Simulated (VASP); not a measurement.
Output of a VASP run:

File OSZICAR:
```
       N       E                     dE             d eps       ncg     rms          rms(c)
DAV:   1     0.132403399372E+03    0.13240E+03   -0.86703E+03   848   0.135E+03
DAV:   2    -0.785987678850E+01   -0.14026E+03   -0.13311E+03   972   0.332E+02
DAV:   3    -0.142824413944E+02   -0.64226E+01   -0.63750E+01  1096   0.749E+01
DAV:   4    -0.144577331660E+02   -0.17529E+00   -0.17518E+00  1160   0.113E+01
DAV:   5    -0.144610503745E+02   -0.33172E-02   -0.33171E-02  1072   0.139E+00    0.806E+00
DAV:   6    -0.130379556191E+02    0.14231E+01   -0.74764E+00   976   0.258E+01    0.363E+00
DAV:   7    -0.129899386188E+02    0.48017E-01   -0.63567E-01  1132   0.793E+00    0.173E+00
DAV:   8    -0.129903831611E+02   -0.44454E-03   -0.72797E-02   936   0.312E+00    0.387E-01
DAV:   9    -0.129895426565E+02    0.84050E-03   -0.21274E-02  1052   0.118E+00    0.143E-01
DAV:  10    -0.129900899928E+02   -0.54734E-03   -0.22243E-03   900   0.520E-01    0.227E-02
DAV:  11    -0.129901020961E+02   -0.12103E-04   -0.13223E-04  1208   0.118E-01    0.133E-02
DAV:  12    -0.129901026913E+02   -0.59516E-06   -0.10282E-05   924   0.369E-02    0.583E-03
DAV:  13    -0.129901021071E+02    0.58413E-06   -0.40113E-06  1116   0.157E-02
   1 F= -.12990102E+02 E0= -.12990102E+02  d E =-.129901E+02
       N       E                     dE             d eps       ncg     rms          rms(c)
DAV:   1    -0.130281384313E+02   -0.38036E-01   -0.94274E-01   924   0.118E+01    0.130E+00
DAV:   2    -0.129974663358E+02    0.30672E-01   -0.11359E-01   924   0.331E+00    0.499E-01
DAV:   3    -0.129918019326E+02    0.56644E-02   -0.13803E-02  1436   0.155E+00    0.192E-01
DAV:   4    -0.129912148545E+02    0.58708E-03   -0.51778E-03  1340   0.671E-01    0.614E-02
DAV:   5    -0.129912481521E+02   -0.33298E-04   -0.51124E-05  1044   0.829E-02    0.567E-02
DAV:   6    -0.129915195567E+02   -0.27140E-03   -0.31058E-04  1348   0.104E-01    0.231E-02
DAV:   7    -0.129915414518E+02   -0.21895E-04   -0.25575E-05  1384   0.464E-02    0.461E-03
DAV:   8    -0.129915406251E+02    0.82668E-06   -0.10605E-06   752   0.776E-03
   2 F= -.12991541E+02 E0= -.12991541E+02  d E =-.143852E-02
       N       E                     dE             d eps       ncg     rms          rms(c)
DAV:   1    -0.129942303539E+02   -0.26889E-02   -0.64373E-02   908   0.310E+00    0.338E-01
DAV:   2    -0.129921747354E+02    0.20556E-02   -0.78133E-03   936   0.865E-01    0.131E-01
DAV:   3    -0.129917846273E+02    0.39011E-03   -0.94280E-04  1432   0.401E-01    0.504E-02
DAV:   4    -0.129917419052E+02    0.42722E-04   -0.36521E-04  1336   0.177E-01    0.167E-02
DAV:   5    -0.129917434435E+02   -0.15383E-05   -0.34706E-06  1020   0.214E-02    0.158E-02
DAV:   6    -0.129917561081E+02   -0.12665E-04   -0.17231E-05  1340   0.253E-02    0.700E-03
DAV:   7    -0.129917556403E+02    0.46786E-06   -0.31680E-06  1200   0.157E-02
   3 F= -.12991756E+02 E0= -.12991756E+02  d E =-.165353E-02
```

**OUTCAR**
```
------------------------ aborting loop because EDIFF is reached ----------------------------------------
  FORCE on cell =-STRESS in cart. coord.  units (eV):
  Direction    XX          YY          ZZ          XY          YZ          ZX
  --------------------------------------------------------------------------------------
  Total        0.0015044      0.0015044      0.0015044      0.0000000      0.0000000      0.0000000
  in kB        0.0877905      0.0877905      0.0877905      0.0000000      0.0000000      0.0000000
  external PRESSURE =       0.0877905 kB  Pullay stress =       0.0000000 kB
  volume of cell :       27.46
      direct lattice vectors                 reciprocal lattice vectors
    -0.000000000  2.394404241  2.394404241    -0.208820212  0.208820212  0.208820212
     2.394404241  0.000000000  2.394404241     0.208820212 -0.208820212  0.208820212
     2.394404241  2.394404241 -0.000000000     0.208820212  0.208820212 -0.208820212
  FREE ENERGIE OF THE ION-ELECTRON SYSTEM (eV)
  ---------------------------------------------------
  free  energy   TOTEN  =       -12.9917556403 eV

  energy  without entropy=      -12.9917556403  energy(sigma->0) =      -12.99175564

 reached required accuracy - stopping structural energy minimisation
```
(Selected blocks of OUTCAR.)

**POSCAR**
```
CaO
1
    0.0000000000     2.4050000000     2.4050000000
    2.4050000000     0.0000000000     2.4050000000
    2.4050000000     2.4050000000     0.0000000000
Ca O
1 1
Direct
  0.0000000000   0.0000000000   0.0000000000
  0.5000000000   0.5000000000   0.5000000000
```

Q: Reconstruct the remaining input files.

A: One answer among several that fit: the input of the run itself, AM05 GGA, plane waves, VASP's PBE PAW potentials (set 64).

**INCAR**
```
LASPH = .TRUE.   ! aspherical one-centre terms
IBRION = 2   ! conjugate gradients
ISIF = 3   ! ions, shape and volume
SIGMA = 0.05   ! width (eV)
LCHARG = .FALSE.
ENCUT = 520
NELM = 100   ! most electronic steps
SYSTEM = CaO
LREAL = .FALSE.
ALGO = Normal   ! blocked Davidson
NSW = 60   ! most ionic steps
GGA = AM
ISMEAR = 0   ! Gaussian
PREC = Accurate
EDIFF = 1E-6   ! SCF stop (eV)
LWAVE = .FALSE.
EDIFFG = -0.01   ! ionic stop
```

File KPOINTS:
```
Automatic mesh
0
Gamma
9 9 9
0 0 0
```

POTCAR, in this order: Ca_sv O (PBE.64 set). Program: vasp_std.

The compound is CaO in the rock salt structure. This run relaxes it. Symmetry was kept, so distortions that lower it aren't found.
